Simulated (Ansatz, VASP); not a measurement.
BeN in VASP and in Ansatz

```
Be N
1.0
     4.68856    0.00000    0.00000
    -2.34428    4.06041    0.00000
     0.00000    0.00000    3.02604
Be N
2 2
Direct
  0.33333 0.66667 0.50000
  0.66667 0.33333 0.50000
  0.33333 0.66667 0.00000
  0.66667 0.33333 0.00000
```

Alike in both runs: task relaxation of cell and atoms; functional PBE; k mesh 12 × 12 × 16; occupations gaussian, width 0.1 eV; no spin polarisation.

|  | VASP | Ansatz |
| --- | --- | --- |
| version | VASP 6.6.1 | Ansatz 0.2.0 |
| potentials or method | VASP PAW PBE potentials, release 64 (Be, N) | scalar-relativistic, plane waves, PAW |
| plane-wave cutoff (eV) | 600 | 420 |
| valence electrons in the cell | 14 | 14 |

Ansatz gave:

| Quantity | Value |
| --- | --- |
| gap on the k mesh at the Fermi level, each at its own relaxed structure (eV) | none |
| relaxed volume (Å³/atom) | 14.41 |
| relaxed cell length with the largest relative difference (Å) | 3.027 |

Question: Estimate VASP's values.

Answer: gap on the k mesh at the Fermi level, each at its own relaxed structure (eV): none; relaxed volume (Å³/atom): 14.38; relaxed cell length with the largest relative difference (Å): 3.023.

A gap of «none» marks a metal or a gap that the smearing closes.
